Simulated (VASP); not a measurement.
Data:

```
CELL_PARAMETERS angstrom
      0.00000     2.38242     2.38242
      2.38242     0.00000     2.38242
      2.38242     2.38242     0.00000
ATOMIC_POSITIONS crystal
  Be 0.00000 0.00000 0.00000
  S  0.25000 0.25000 0.25000
```

Method: PBEsol GGA, VASP's PBE PAW potentials (set 64) (plane waves; VASP). Run with 500 eV cut-off, 10×10×10 Γ-centred mesh, Gaussian smearing of 0.050 eV, potentials Be S.

Problem. What does the run give for the energy per atom (σ→0), pressure, band gap (on the k-mesh) with the smallest direct gap where there is one?

Solution. 
```
Item                                          Value
-----------------------------------  --------------
band gap (on the k-mesh)                    2.80 eV
smallest direct gap (on the k-mesh)         5.58 eV
energy per atom (σ→0)                -5.272 eV/atom
pressure                                   5.00 GPa
```

Total energies compare only between runs with the same potentials, cut-off and functional.

The structure was generated: BeS was put into the zinc blende type (F-43m), which need not be its known phase. It was relaxed first under an external pressure of 5 GPa.
